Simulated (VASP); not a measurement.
Computed with r2SCAN meta-GGA, VASP's PBE PAW potentials (set 64) (plane waves; VASP 6.6.1).

A VASP calculation is set up with these files.

File POSCAR:
```
MgS
1
   -0.0000000000     2.8265025497     2.8265025497
    2.8265025497    -0.0000000000     2.8265025497
    2.8265025497     2.8265025497    -0.0000000000
Mg S
1 1
Direct
  0.0000000000   0.0000000000   0.0000000000
  0.7500000000   0.7500000000   0.7500000000
```

INCAR:
```
ALGO  =  Normal
EDIFF  =  1E-7
ENCUT  =  400
ISIF  =  2
ISMEAR  =  -5
LASPH  =  .TRUE.
LCHARG  =  .FALSE.
LMIXTAU  =  .TRUE.
LORBIT  =  11
LREAL  =  .FALSE.
LWAVE  =  .FALSE.
METAGGA  =  R2SCAN
NEDOS  =  601
NELM  =  100
PREC  =  Accurate
SYSTEM  =  MgS
```

File KPOINTS:
```
K-points
0
gamma
9 9 9
```

File KPOINTS_OPT:
```
k-points along high-symmetry lines
10
Line-mode
Reciprocal
  0.000000   0.000000   0.000000 ! GAMMA
 -0.500000  -0.500000   0.000000 ! X

 -0.500000  -0.500000   0.000000 ! X
 -0.375000  -0.375000   0.250000 ! U

 -0.375000   0.000000   0.375000 ! K
  0.000000   0.000000   0.000000 ! GAMMA

  0.000000   0.000000   0.000000 ! GAMMA
  0.000000   0.000000   0.500000 ! L

  0.000000   0.000000   0.500000 ! L
 -0.500000  -0.250000   0.250000 ! W

 -0.500000  -0.250000   0.250000 ! W
 -0.500000  -0.500000   0.000000 ! X
```

POTCAR, in this order: Mg S (PBE.64 set). Program: vasp_std.

The run wrote:

### OSZICAR
```
       N       E                     dE             d eps       ncg     rms          rms(c)
DAV:   1     0.132318439189E+02    0.13232E+02   -0.31669E+03   576   0.658E+02
DAV:   2    -0.162181481648E+02   -0.29450E+02   -0.29288E+02   776   0.104E+02
DAV:   3    -0.172212537365E+02   -0.10031E+01   -0.10031E+01   672   0.264E+01
DAV:   4    -0.172271529778E+02   -0.58992E-02   -0.58992E-02   952   0.233E+00
DAV:   5    -0.172271551677E+02   -0.21899E-05   -0.21899E-05   720   0.439E-02    0.419E+00
DAV:   6    -0.154644370405E+02    0.17627E+01   -0.15023E+00   560   0.810E+00    0.453E+00
DAV:   7    -0.153674775651E+02    0.96959E-01   -0.43386E-01   704   0.425E+00    0.221E+00
DAV:   8    -0.155902605701E+02   -0.22278E+00   -0.20285E-01   560   0.497E+00    0.139E+00
DAV:   9    -0.153477600234E+02    0.24250E+00   -0.76338E-02   560   0.336E+00    0.197E-01
DAV:  10    -0.154429384714E+02   -0.95178E-01   -0.37930E-02   560   0.196E+00    0.140E-01
DAV:  11    -0.154360193821E+02    0.69191E-02   -0.56826E-04   696   0.223E-01    0.148E-01
DAV:  12    -0.154475106895E+02   -0.11491E-01   -0.95897E-03   560   0.118E+00    0.122E-01
DAV:  13    -0.154498104049E+02   -0.22997E-02   -0.90334E-04   608   0.375E-01    0.907E-02
DAV:  14    -0.154499117844E+02   -0.10138E-03   -0.24640E-04   560   0.223E-01    0.319E-02
DAV:  15    -0.154502486318E+02   -0.33685E-03   -0.93378E-05   576   0.116E-01    0.969E-03
DAV:  16    -0.154502048980E+02    0.43734E-04   -0.97213E-06   656   0.409E-02    0.647E-03
DAV:  17    -0.154502354839E+02   -0.30586E-04   -0.80151E-06   560   0.359E-02    0.122E-02
DAV:  18    -0.154502345482E+02    0.93573E-06   -0.23909E-06   560   0.194E-02    0.735E-03
DAV:  19    -0.154502373674E+02   -0.28192E-05   -0.61949E-07   600   0.110E-02    0.278E-03
DAV:  20    -0.154502352605E+02    0.21069E-05   -0.70734E-08   640   0.354E-03    0.177E-03
DAV:  21    -0.154502369423E+02   -0.16818E-05   -0.39201E-08   320   0.188E-03    0.272E-04
DAV:  22    -0.154502371606E+02   -0.21830E-06   -0.71502E-09   280   0.991E-04    0.179E-04
DAV:  23    -0.154502373364E+02   -0.17576E-06   -0.79534E-10   280   0.360E-04    0.189E-04
DAV:  24    -0.154502373919E+02   -0.55576E-07   -0.37516E-10   280   0.162E-04
   1 F= -.15450237E+02 E0= -.15450237E+02  d E =0.000000E+00
       N       E                     dE             ncg
       N       E                     dE             ncg
```

### OUTCAR
```
------------------------ aborting loop because EDIFF is reached ----------------------------------------
  FORCE on cell =-STRESS in cart. coord.  units (eV):
  Direction    XX          YY          ZZ          XY          YZ          ZX
  --------------------------------------------------------------------------------------
  Total        0.0015491      0.0015491      0.0015491      0.0000000     -0.0000000     -0.0000000
  in kB        0.0549541      0.0549541      0.0549541      0.0000000     -0.0000000     -0.0000000
  external PRESSURE =       0.0549541 kB  Pullay stress =       0.0000000 kB
  volume of cell :       45.16
      direct lattice vectors                 reciprocal lattice vectors
     0.000000000  2.826502550  2.826502550    -0.176897063  0.176897063  0.176897063
     2.826502550  0.000000000  2.826502550     0.176897063 -0.176897063  0.176897063
     2.826502550  2.826502550  0.000000000     0.176897063  0.176897063 -0.176897063
 POSITION                                       TOTAL-FORCE (eV/Angst)
 -----------------------------------------------------------------------------------
      0.00000      0.00000      0.00000         0.000000      0.000000      0.000000
      4.23975      4.23975      4.23975        -0.000000     -0.000000     -0.000000
 -----------------------------------------------------------------------------------
    total drift:                                0.000002      0.000002      0.000001
  FREE ENERGIE OF THE ION-ELECTRON SYSTEM (eV)
  ---------------------------------------------------
  free  energy   TOTEN  =       -15.4502373919 eV

  energy  without entropy=      -15.4502373919  energy(sigma->0) =      -15.45023739

 total charge

# of ion       s       p       d       tot
------------------------------------------
    1        0.153   0.143   0.037   0.333
    2        1.298   2.535   0.000   3.833
--------------------------------------------------
tot          1.450   2.679   0.037   4.166
```
(Selected blocks of OUTCAR.)

The structure comes from a computed database's MgS entry (F-43m); how it stands against other phases isn't given here. It was relaxed first.
